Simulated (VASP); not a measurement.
Given:

```yaml
crystal:
  lattice:
    - [0.00000, 2.78580, 2.78580]
    - [2.78580, 0.00000, 2.78580]
    - [2.78580, 2.78580, 0.00000]
  atoms:
    - { symbol: Pb, position: [0.00000, 0.00000, 0.00000] }
    - { symbol: O, position: [0.25000, 0.25000, 0.25000] }
```

All values below come from PBEsol GGA, VASP's PBE PAW potentials (set 64) (plane waves; VASP 6.6.1). Run with 520 eV cut-off, Gaussian smearing of 0.050 eV, potentials Pb_d O.

Unless said otherwise, spin-orbit coupling is left out, though it shifts the bands of the heavy elements here.

Problem. Give the energies of bands 7 to 13 at the high-symmetry points, in eV from the valence-band maximum.

Solution. 
| band | Γ | X | U | L | W |
|---|---|---|---|---|---|
| 7 | -6.88 | -7.97 | -7.93 | -7.99 | -7.92 |
| 8 | -2.37 | -3.65 | -4.26 | -2.85 | -4.03 |
| 9 | -2.37 | -3.65 | -3.40 | -2.85 | -3.95 |
| 10 | -2.37 | -0.19 | -0.27 | -2.29 | 0.00 |
| 11 | 5.26 | 0.31 | 1.60 | 2.36 | 2.33 |
| 12 | 5.26 | 5.88 | 4.07 | 5.46 | 3.26 |
| 13 | 5.26 | 5.88 | 5.77 | 5.46 | 5.12 |

The gap is indirect, 0.31 eV, from the valence maximum at W to the conduction minimum at X.

The structure was generated: PbO was put into the zinc blende type (F-43m), which need not be its known phase. It was relaxed first, which changed the volume by +47 %.
